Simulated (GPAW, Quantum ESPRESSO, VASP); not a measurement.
# Fitting the PBE energy curve of CuTl3

The structure is cubic, space group Pm-3m (No. 221). The conventional cell has a = 4.717 Å, b = 4.717 Å, c = 4.717 Å, α = 90.00°, β = 90.00°, γ = 90.00°. Around Tl (site symmetry 4/mmm) lie 8 Tl at 3.34 Å and 4 Cu at 3.34 Å. Cu (site symmetry m-3m) is surrounded by 12 Tl at 3.34 Å.

The cell comes from a database or a generator and needn't be the stable form of this composition.

The cell was scaled at fixed shape and fractions and run with VASP, PBE PAW files Cu, Tl_d, 520 eV; PBE, k mesh 6 × 6 × 6 on the cell of 4 atoms, fermi-dirac occupations of 0.05 eV, no spin polarisation, no spin-orbit coupling. Energies are those that the program minimises, any entropy of the smearing included. For a metal such a mesh isn't converged to the digits shown.

| V (Å³/atom) | energy over the lowest row (meV/atom) |
| --- | --- |
| 24.6641 | 11.787 |
| 25.1888 | ? |
| 25.7136 | 1.394 |
| 26.2384 | 0.000 |
| 26.7632 | 0.771 |
| 27.2879 | 3.444 |
| 27.8127 | 7.811 |

Question: Fit the third-order Birch-Murnaghan form, give V0, B0 and B′, and predict the energy left open.

Answer: With y = (V0/V)^(2/3), E = E0 + (9 V0 B0/16) [(y - 1)³ B′ + (y - 1)² (6 - 4y)]. Least squares through the rows shown give V0 = 26.3043 Å³/atom, E0 = -0.014 meV, B0 = 32.45 GPa (1 eV/Å³ = 160.218 GPa) and B′ = 5.08, with a largest miss of 0.003 meV. At V = 25.1888 the form with these constants gives 5.216 meV; the run gave 5.228 meV an atom. Other set-ups at this level, from all their volumes (Å³/atom, GPa): GPAW, GPAW PAW data sets (gpaw-data 1.2.1): V0 26.023, B0 32.99; Quantum ESPRESSO, SSSP 1.3 efficiency PBE: V0 26.250, B0 32.62.
